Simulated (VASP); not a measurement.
Output of a VASP run:

### OSZICAR
```
       N       E                     dE             d eps       ncg     rms          rms(c)
DAV:   1     0.219223614283E+02    0.21922E+02   -0.42090E+03  7144   0.338E+02
DAV:   2    -0.217073460673E+02   -0.43630E+02   -0.41932E+02  8808   0.117E+02
DAV:   3    -0.224170920756E+02   -0.70975E+00   -0.70831E+00  8472   0.127E+01
DAV:   4    -0.224174293658E+02   -0.33729E-03   -0.33729E-03  8240   0.306E-01
DAV:   5    -0.224174294814E+02   -0.11562E-06   -0.11561E-06  8424   0.560E-03    0.662E+00
DAV:   6    -0.189053497366E+02    0.35121E+01   -0.10944E+00  7208   0.367E+00    0.401E+00
DAV:   7    -0.194675555875E+02   -0.56221E+00   -0.88815E-01  6992   0.302E+00    0.165E+00
DAV:   8    -0.181167201454E+02    0.13508E+01   -0.80493E-01  6992   0.280E+00    0.183E+00
DAV:   9    -0.191681380542E+02   -0.10514E+01   -0.14563E-01  7904   0.162E+00    0.397E-01
DAV:  10    -0.191744679817E+02   -0.63299E-02   -0.34624E-02  7808   0.684E-01    0.153E-01
DAV:  11    -0.191666350720E+02    0.78329E-02   -0.47761E-03  7072   0.380E-01    0.475E-02
DAV:  12    -0.191718253587E+02   -0.51903E-02   -0.14897E-03  7048   0.190E-01    0.134E-02
DAV:  13    -0.191717060789E+02    0.11928E-03   -0.30050E-05  8928   0.262E-02    0.708E-03
DAV:  14    -0.191717446648E+02   -0.38586E-04   -0.27406E-06  7392   0.809E-03    0.577E-03
DAV:  15    -0.191717490471E+02   -0.43823E-05   -0.20597E-06  8064   0.715E-03    0.233E-04
DAV:  16    -0.191717517325E+02   -0.26854E-05   -0.15041E-07  8312   0.227E-03    0.373E-04
DAV:  17    -0.191717511693E+02    0.56316E-06   -0.71775E-09  5792   0.425E-04    0.302E-04
DAV:  18    -0.191717511551E+02    0.14255E-07   -0.54081E-10  4000   0.139E-04
   1 F= -.19171751E+02 E0= -.19171751E+02  d E =-.240848E-12
 imaginary and real dielectric function
```

OUTCAR:
```
------------------------ aborting loop because EDIFF is reached ----------------------------------------
  FORCE on cell =-STRESS in cart. coord.  units (eV):
  Direction    XX          YY          ZZ          XY          YZ          ZX
  --------------------------------------------------------------------------------------
  Total       -0.0004940     -0.0004940     -0.0004940      0.0000000     -0.0000000      0.0000000
  in kB       -0.0671171     -0.0671171     -0.0671171      0.0000000     -0.0000000      0.0000000
  external PRESSURE =      -0.0671171 kB  Pullay stress =       0.0000000 kB
  volume of cell :       11.79
      direct lattice vectors                 reciprocal lattice vectors
     0.000000000  1.806573848  1.806573848    -0.276766987  0.276766987  0.276766987
     1.806573848  0.000000000  1.806573848     0.276766987 -0.276766987  0.276766987
     1.806573848  1.806573848  0.000000000     0.276766987  0.276766987 -0.276766987
  FREE ENERGIE OF THE ION-ELECTRON SYSTEM (eV)
  ---------------------------------------------------
  free  energy   TOTEN  =       -19.1717511551 eV

  energy  without entropy=      -19.1717511551  energy(sigma->0) =      -19.17175116

 plasma frequency squared (from intraband transitions) (eV^2)
  --------------------------------------------------------------------------------------
       0.000       0.000       0.000
       0.000       0.000       0.000
       0.000       0.000       0.000

 plasma frequency squared (from interband transitions, int dw w eps(2)(w)) (eV^2)
  --------------------------------------------------------------------------------------
     887.774       0.000      -0.000      -0.000       0.000       0.000
      -0.000       0.000     887.774       0.000      -0.000       0.000
       0.000      -0.000      -0.000      -0.000     887.774       0.000
```
(Selected blocks of OUTCAR.)

### POSCAR
```
BN
1
   -0.0000000000     1.8065738483     1.8065738483
    1.8065738483    -0.0000000000     1.8065738483
    1.8065738483     1.8065738483    -0.0000000000
B N
1 1
Direct
  0.0000000000   0.0000000000   0.0000000000
  0.2500000000   0.2500000000   0.2500000000
```

Problem. Write an INCAR and KPOINTS that could have produced this output.

Solution. One answer among several that fit: the input of the run itself, r2SCAN meta-GGA, plane waves, VASP's PBE PAW potentials (set 64).

INCAR:
```
# general
SYSTEM   =  BN
PREC     =  Accurate
ENCUT    =  520
LREAL    =  .False.
LASPH    =  .True.
NBANDS   =  24

# electronic loop
EDIFF    =  1E-7
NELM     =  100
ALGO     =  Normal
LMIXTAU  =  .True.

# smearing
ISMEAR   =  0
SIGMA    =  0.01

# functional
METAGGA  =  R2SCAN

# output
LWAVE    =  .False.
LCHARG   =  .False.
NEDOS    =  1001

# other
LOPTICS  =  .True.
LPEAD    =  .True.
CSHIFT   =  0.1
```

KPOINTS:
```
Regular mesh
0
gamma
16 16 16
```

POTCAR, in this order: B N (PBE.64 set). Program: vasp_std.

The compound is BN in the zinc blende structure. It was relaxed first.
